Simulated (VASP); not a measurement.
OSZICAR of a VASP run on TiSb (relaxed from the zinc blende structure, space group F-43m):

### OSZICAR
```
       N       E                     dE             d eps       ncg     rms          rms(c)
DAV:   1     0.723456287869E+02    0.72346E+02   -0.70327E+03   848   0.109E+03
DAV:   2    -0.344687273659E+02   -0.10681E+03   -0.10417E+03   888   0.302E+02
DAV:   3    -0.435534190205E+02   -0.90847E+01   -0.88814E+01  1424   0.870E+01
DAV:   4    -0.439489682727E+02   -0.39555E+00   -0.39248E+00  1076   0.159E+01
DAV:   5    -0.439802138968E+02   -0.31246E-01   -0.31241E-01  1288   0.385E+00    0.957E+00
DAV:   6    -0.387960856058E+02    0.51841E+01   -0.24485E+01  1344   0.582E+01    0.570E+00
DAV:   7    -0.383934127016E+02    0.40267E+00   -0.63549E+00  1240   0.235E+01    0.305E+00
DAV:   8    -0.384652287748E+02   -0.71816E-01   -0.10514E+00  1248   0.613E+00    0.140E+00
DAV:   9    -0.381185170070E+02    0.34671E+00   -0.47643E-01  1048   0.688E+00    0.169E+00
DAV:  10    -0.382901231637E+02   -0.17161E+00   -0.45121E-01  1020   0.652E+00    0.470E-01
DAV:  11    -0.383625902281E+02   -0.72467E-01   -0.10101E-01   972   0.271E+00    0.270E-01
DAV:  12    -0.383674561460E+02   -0.48659E-02   -0.61197E-03  1140   0.691E-01    0.229E-01
DAV:  13    -0.383680179171E+02   -0.56177E-03   -0.69162E-03   912   0.728E-01    0.117E-01
DAV:  14    -0.383662163354E+02    0.18016E-02   -0.29348E-03  1304   0.369E-01    0.336E-02
DAV:  15    -0.383696005145E+02   -0.33842E-02   -0.43361E-03   908   0.491E-01    0.228E-02
DAV:  16    -0.383697215814E+02   -0.12107E-03   -0.17674E-04  1000   0.146E-01    0.116E-02
DAV:  17    -0.383697626463E+02   -0.41065E-04   -0.21315E-05  1028   0.581E-02    0.627E-03
DAV:  18    -0.383697566429E+02    0.60034E-05   -0.47261E-06   996   0.250E-02    0.425E-03
DAV:  19    -0.383697619046E+02   -0.52617E-05   -0.35035E-06   984   0.192E-02    0.375E-03
DAV:  20    -0.383697643313E+02   -0.24267E-05   -0.37028E-06   920   0.245E-02    0.156E-03
DAV:  21    -0.383697660497E+02   -0.17185E-05   -0.67261E-07   496   0.956E-03    0.628E-04
DAV:  22    -0.383697660071E+02    0.42663E-07   -0.24442E-07   504   0.439E-03
   1 F= -.38369766E+02 E0= -.38370207E+02  d E =-.383698E+02
       N       E                     dE             d eps       ncg     rms          rms(c)
DAV:   1    -0.383763253286E+02   -0.65593E-02   -0.12370E-01   936   0.516E+00    0.673E-01
DAV:   2    -0.383718796546E+02    0.44457E-02   -0.66403E-02  1200   0.300E+00    0.259E-01
DAV:   3    -0.383697927009E+02    0.20870E-02   -0.11046E-02  1144   0.978E-01    0.853E-02
DAV:   4    -0.383697329953E+02    0.59706E-04   -0.10592E-03   916   0.292E-01    0.308E-02
DAV:   5    -0.383697815469E+02   -0.48552E-04   -0.17012E-04  1040   0.126E-01    0.245E-02
DAV:   6    -0.383697248324E+02    0.56715E-04   -0.21384E-04   880   0.142E-01    0.626E-03
DAV:   7    -0.383698608612E+02   -0.13603E-03   -0.11630E-04  1084   0.918E-02    0.989E-03
DAV:   8    -0.383698616613E+02   -0.80009E-06   -0.39212E-06   976   0.177E-02
   2 F= -.38369862E+02 E0= -.38370313E+02  d E =-.956543E-04
       N       E                     dE             d eps       ncg     rms          rms(c)
DAV:   1    -0.383706110119E+02   -0.75015E-03   -0.12821E-02   924   0.167E+00    0.227E-01
DAV:   2    -0.383701450389E+02    0.46597E-03   -0.73180E-03  1192   0.981E-01    0.866E-02
DAV:   3    -0.383699016744E+02    0.24336E-03   -0.12310E-03  1136   0.326E-01    0.307E-02
DAV:   4    -0.383698920428E+02    0.96316E-05   -0.10691E-04   900   0.944E-02    0.770E-03
DAV:   5    -0.383698907615E+02    0.12813E-05   -0.22486E-05  1036   0.455E-02    0.736E-03
DAV:   6    -0.383698910477E+02   -0.28623E-06   -0.16440E-05   880   0.399E-02    0.271E-03
DAV:   7    -0.383698960951E+02   -0.50474E-05   -0.98527E-06  1208   0.243E-02    0.319E-03
DAV:   8    -0.383698960772E+02    0.17857E-07   -0.16535E-07   452   0.426E-03
   3 F= -.38369896E+02 E0= -.38370344E+02  d E =-.130070E-03
```

Task: Which electronic solver shows in the log?

Result: It is blocked Davidson (ALGO = Normal, or the opening steps of other solvers). The INCAR had ALGO = Normal.

Task: Can the final energy be trusted as converged?

Result: The calculation finished and met its thresholds. It stopped with EDIFF = 1E-6, NELM = 100, NSW = 60 and EDIFFG = -0.01 after 3 ionic steps (r2SCAN meta-GGA, plane waves, VASP's PBE PAW potentials (set 64)).

The structure was generated: TiSb was put into the zinc blende type (F-43m), which need not be its known phase. This run relaxes it. Symmetry was kept, so distortions that lower it aren't found. The start is the result of an earlier pass. The electron count is odd and the run is not spin-polarised, which forces a metal.
